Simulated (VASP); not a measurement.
Elastic constants (GPa) of a crystal from PBEsol GGA, VASP's PBE PAW potentials (set 64) run with VASP:

```tsv
	xx	yy	zz	yz	xz	xy
xx	87.2	22.8	37.6	0.0	0.0	0.0
yy	22.8	87.2	37.6	0.0	0.0	0.0
zz	37.6	37.6	68.4	0.0	0.0	0.0
yz	0.0	0.0	0.0	31.6	0.0	0.0
xz	0.0	0.0	0.0	0.0	31.6	0.0
xy	0.0	0.0	0.0	0.0	0.0	17.0
```

Problem. Work out the Voigt, Reuss and Hill moduli, Young's modulus and Poisson's ratio.

Solution. All eigenvalues are positive (smallest 17.0 GPa), so the crystal is stable. K_V = (C11+C22+C33+2(C12+C13+C23))/9 = (242.8 + 2×98.0)/9 = 48.8 GPa; G_V = (242.8 − 98.0 + 3×80.2)/15 = 25.7 GPa. From the compliances, K_R = 48.7 GPa and G_R = 23.2 GPa. Hill: K = 48.7 GPa, G = 24.4 GPa, E = 9KG/(3K+G) = 62.8 GPa, ν = (3K−2G)/(2(3K+G)) = 0.285. K/G = 1.99, above Pugh's 1.75; universal anisotropy A^U = 0.54.

Problem. With a density of 5.03 g/cm³, what are the mean sound speeds?

Solution. v_l = √((K+4G/3)/ρ) = 4.02 km/s and v_t = √(G/ρ) = 2.20 km/s. The crystal is AlInSb$_{2}$ (space group P-4m2), tetragonal.

The structure comes from a computed database's AlInSb2 entry (P-4m2); how it stands against other phases isn't given here. It was relaxed first.
